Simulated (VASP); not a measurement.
# PC2 (P6_3/mmc) in VASP: electric field gradients with rev-vdW-DF2

Aim: the electric field gradients of PC2 with rev-vdW-DF2.

Program: VASP 6.6.1. These are calculated values, not measurements. Logs are shortened: lines on timing, memory, paths and dates and some standing lists are left out, and cuts for length are marked.

## (1) The undisturbed crystal

It takes space group P6_3/mmc (No. 194, hexagonal). The conventional cell has a = 2.852 Å, b = 2.852 Å, c = 7.029 Å, α = 90.00°, β = 90.00°, γ = 120.00°. P (site symmetry -3m) is surrounded by 6 C at 1.95 Å. Around C (site symmetry 3m) lie 1 C at 1.42 Å.

The cell was built by a generator and needn't be a form met in nature.

## (2) Electric field gradients, rev-vdW-DF2 (cell strained at random at fixed volume)

Contents of INCAR:

```
AGGAC = 0.0
ALGO = Normal
AMIX = 0.2
AMIX_MAG = 0.8
BMIX = 1E-4
BMIX_MAG = 1E-4
EDIFF = 1E-8
ENCUT = 520
GGA = MK
ISIF = 2
ISMEAR = -5
LASPH = T
LCHARG = F
LEFG = T
LREAL = F
LUSE_VDW = T
LWAVE = F
NELM = 100
PARAM1 = 0.1234
PARAM2 = 0.711357
PREC = Accurate
SIGMA = 0.5
ZAB_VDW = -1.8867
```

Contents of KPOINTS:

```
k-points
0
Gamma
  11 11 4
```

Contents of POSCAR:

```
PC2
1.0
    2.8662250000      0.0486480000     -0.0065230000
   -1.3909820000      2.4060340000      0.0346390000
   -0.0160730000      0.0892810000      7.1133490000
P C
2 4
Direct
    0.0000000000      0.0000000000      0.5000000000
    0.0000000000      0.0000000000      0.0000000000
    0.6666700000      0.3333300000      0.3508200000
    0.3333300000      0.6666700000      0.6491800000
    0.3333300000      0.6666700000      0.8508200000
    0.6666700000      0.3333300000      0.1491800000
```

Potentials or basis: VASP PAW PBE potentials, release 64 (P, C).

Started as:

```
cat potpaw_PBE.64/P/POTCAR potpaw_PBE.64/C/POTCAR > POTCAR
mpirun -np 1 vasp_std > vasp.out
```

OUTCAR:

```text
AMIX = 0.2
   AMIX_MAG = 0.8
   EDIFF = 1E-8
   ENCUT = 520
   GGA = MK
   ISIF = 2
   ISMEAR = -5
   LASPH = T
   LREAL = F
   NELM = 100
   PREC = Accurate

 ion  position               nearest neighbor table
   1  0.000  0.000  0.500-   3 1.92   4 1.92   4 1.96   3 1.96   3 1.97   4 1.97
   2  0.000  0.000  0.000-   5 1.91   6 1.91   6 1.95   5 1.95   6 1.99   5 1.99
   3  0.667  0.333  0.351-   6 1.43   1 1.92   1 1.96   1 1.97
   4  0.333  0.667  0.649-   5 1.43   1 1.92   1 1.96   1 1.97
   5  0.333  0.667  0.851-   4 1.43   2 1.91   2 1.95   2 1.99
   6  0.667  0.333  0.149-   3 1.43   2 1.91   2 1.95   2 1.99

  LATTYP: Found a triclinic cell.
 ALAT       =     2.7793938896
 B/A-ratio  =     1.0313922219
 C/A-ratio  =     2.5595247415
 COS(alpha) =     0.0043213558
 COS(beta)  =     0.0244567940
 COS(gamma) =     0.4857266367

  Lattice vectors:

 A1 = (  -1.3909820000,   2.4060340000,   0.0346390000)
 A2 = (  -2.8662250000,  -0.0486480000,   0.0065230000)
 A3 = (  -0.0160730000,   0.0892810000,   7.1133490000)

Analysis of symmetry for initial positions (statically):
=====================================================================
 Subroutine PRICEL returns:
 Original cell was already a primitive cell.

 Routine SETGRP: Setting up the symmetry group for a
 triclinic supercell.

 Subroutine GETGRP returns: Found  2 space group operations
 (whereof  2 operations were pure point group operations)
 out of a pool of  2 trial point group operations.

The static configuration has the point symmetry S_2 .

Analysis of symmetry for dynamics (positions and initial velocities):
=====================================================================
 Subroutine PRICEL returns:
 Original cell was already a primitive cell.

 Routine SETGRP: Setting up the symmetry group for a
 triclinic supercell.

 Subroutine GETGRP returns: Found  2 space group operations
 (whereof  2 operations were pure point group operations)
 out of a pool of  2 trial point group operations.

The dynamic configuration has the point symmetry S_2 .

 Subroutine INISYM returns: Found  2 space group operations
 (whereof  2 operations are pure point group operations),
[... 167 lines left out ...]
      1      -9.4610      2.00000
      2      -7.7995      2.00000
      3      -6.0671      2.00000
      4      -0.5463      2.00000
      5       0.3392      2.00000
      6       6.2972      2.00000
[... 457 lines left out ...]
      4      -0.7245      2.00000
      5       0.5353      2.00000
      6       1.1952      2.00000
[... 9 lines left out ...]
     16      17.1659      0.00000
     17      17.6053      0.00000

 [... further k-points ...]

------------------------ aborting loop because EDIFF is reached ----------------------------------------

  FORCE on cell =-STRESS in cart. coord.  units (eV):
  Direction    XX          YY          ZZ          XY          YZ          ZX
  --------------------------------------------------------------------------------------
  -------------------------------------------------------------------------------------
  Total       -0.6262342      2.1959711     -4.0621362     -2.2716055     -1.2263546      0.2762276
  in kB      -20.2578603     71.0368060   -131.4048147    -73.4834808    -39.6709727      8.9356017
  external PRESSURE =     -26.8752897 kB  Pullay stress =       0.0000000 kB

 VOLUME and BASIS-vectors are now :
 -----------------------------------------------------------------------------
  energy-cutoff  :      520.00
  volume of cell :       49.53
      direct lattice vectors                 reciprocal lattice vectors
     2.866225000  0.048648000 -0.006523000     0.345496468  0.199764083 -0.001726609
    -1.390982000  2.406034000  0.034639000    -0.006998671  0.411650247 -0.005182515
    -0.016073000  0.089281000  7.113349000     0.000350904 -0.001821377  0.140604412

 POSITION                                       TOTAL-FORCE (eV/Angst)
 -----------------------------------------------------------------------------------
     -0.00804      0.04464      3.55667         0.000000     -0.000000      0.000000
      0.00000      0.00000      0.00000         0.000000     -0.000000      0.000000
      1.44153      0.86576      2.50270        -0.082317     -0.090257     -0.327514
      0.01764      1.67821      4.63876         0.082317      0.090257      0.327514
      0.01440      1.69621      6.07310         0.073048      0.000479     -0.331055
      1.44477      0.84775      1.06837        -0.073048     -0.000479      0.331055
 -----------------------------------------------------------------------------------
    total drift:                                0.000000      0.000000      0.000000

  FREE ENERGIE OF THE ION-ELECTRON SYSTEM (eV)
  ---------------------------------------------------
  free  energy   TOTEN  =       -37.3741904543 eV

  energy  without entropy=      -37.3741904543  energy(sigma->0) =      -37.37419045

Total vdW correction in eV:      2.2335291

 Electric field gradients (V/A^2)
---------------------------------------------------------------------
 ion       V_xx      V_yy      V_zz      V_xy      V_xz      V_yz
---------------------------------------------------------------------
   1       1.481     6.072    -7.553     3.532    -4.929     4.524
   2      10.022    -2.092    -7.931     1.974     2.142     9.146
   3       7.919     9.273   -17.192     0.391     0.274     1.122
   4       7.919     9.273   -17.192     0.391     0.274     1.122
   5       9.384     7.648   -17.032     0.079    -0.528     0.607
   6       9.384     7.648   -17.032     0.079    -0.528     0.607
---------------------------------------------------------------------

 Electric field gradients after diagonalization (V/A^2)
 (convention: |V_zz| > |V_xx| > |V_yy|)
----------------------------------------------------------------------
 ion       V_xx      V_yy      V_zz     asymmetry (V_yy - V_xx)/ V_zz
----------------------------------------------------------------------
   1       8.230     3.266   -11.497       0.432
   2      11.259     3.366   -14.625       0.540
   3       9.428     7.814   -17.242       0.094
   4       9.428     7.814   -17.242       0.094
   5       9.398     7.661   -17.058       0.102
   6       9.398     7.661   -17.058       0.102
----------------------------------------------------------------------

           NMR quadrupolar parameters

 Cq : quadrupolar parameter    Cq=e*Q*V_zz/h
 eta: asymmetry parameters     (V_yy - V_xx)/ V_zz
 Q  : nuclear electric quadrupole moment in mb (millibarn)
----------------------------------------------------------------------
 ion       Cq(MHz)       eta       Q (mb)
----------------------------------------------------------------------
   1      -0.028       0.432       1.000
   2      -0.035       0.540       1.000
   3      -0.042       0.094       1.000
   4      -0.042       0.094       1.000
   5      -0.041       0.102       1.000
   6      -0.041       0.102       1.000
----------------------------------------------------------------------
```

Wall time 5.3 min (1 thread of Intel Xeon Platinum 8488C (Sapphire Rapids), shared host); peak memory 0.5 GiB.

What came out:

- Free energy: -37.3742 eV
- Pressure: -2.7 GPa
- Largest force: 0.350 eV/Å
- Band gap on the k mesh: none (metal or under the smearing width)

Forces on the atoms (eV/Å):
```
P    0.000  0.000  0.000
P    0.000  0.000  0.000
C   -0.082 -0.090 -0.328
C    0.082  0.090  0.328
C    0.073  0.000 -0.331
C   -0.073  0.000  0.331
```

Stress tensor (GPa, compression positive):
```
 -2.03  -7.35   0.89
 -7.35   7.10  -3.97
  0.89  -3.97 -13.14
```

Electric field gradients, principal values (V/Å²):
| atom | Vxx | Vyy | Vzz |
| --- | --- | --- | --- |
| 1 P | 3.266 | 8.230 | -11.497 |
| 2 P | 3.366 | 11.259 | -14.625 |
| 3 C | 7.814 | 9.428 | -17.242 |
| 4 C | 7.814 | 9.428 | -17.242 |
| 5 C | 7.661 | 9.398 | -17.058 |
| 6 C | 7.661 | 9.398 | -17.058 |

Caveat: the PAW data sets were made with another functional, which shifts forces and pressure a little; tetrahedron occupations give inexact forces and stress in metals.

## (3) The reference run

An earlier run on the cell as given: functional PBE; potentials or basis VASP PAW PBE potentials, release 64 (P, C); cutoff 520 eV; k mesh 11 × 11 × 4; occupations fermi-dirac, width 0.05 eV; no spin polarisation.

* Pressure: -0.3 GPa
* Largest force: 0.042 eV/Å
* Band gap on the k mesh: none (metal or under the smearing width)
